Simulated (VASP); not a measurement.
Consider the following.

```
CELL_PARAMETERS angstrom
      4.16442     0.00000     0.00000
      0.00000     4.16442     0.00000
      0.00000     0.00000     4.16442
ATOMIC_POSITIONS crystal
  Ga 0.00000 0.50000 0.50000
  Ga 0.50000 0.00000 0.50000
  Ga 0.50000 0.50000 0.00000
  Ge 0.00000 0.00000 0.00000
```

Computed with PBEsol GGA, VASP's PBE PAW potentials (set 64) (plane waves; VASP). Run with 400 eV cut-off, Gaussian smearing of 0.050 eV, potentials Ga_d Ge_d.

Task: Give the energies of bands 22 to 30 at the high-symmetry points, in eV from the Fermi level.

Result: 
```tsv
band	Γ	X	M	R
22	-4.39	-9.39	-7.23	-5.18
23	-3.28	-3.04	-7.23	-5.18
24	-3.28	-1.43	-7.07	-5.18
25	-3.28	-1.25	0.43	-4.82
26	-2.47	-1.25	0.66	-4.82
27	-2.47	-0.48	1.34	-4.82
28	3.88	-0.48	1.34	-4.29
29	3.88	0.66	1.77	8.28
30	3.88	1.05	1.77	8.28
```

It has no gap at this level: it comes out as a metal or semimetal.

The structure comes from a computed database's Ga3Ge entry (Pm-3m); how it stands against other phases isn't given here. It was relaxed first. The electron count is odd and the run is not spin-polarised, which forces a metal.
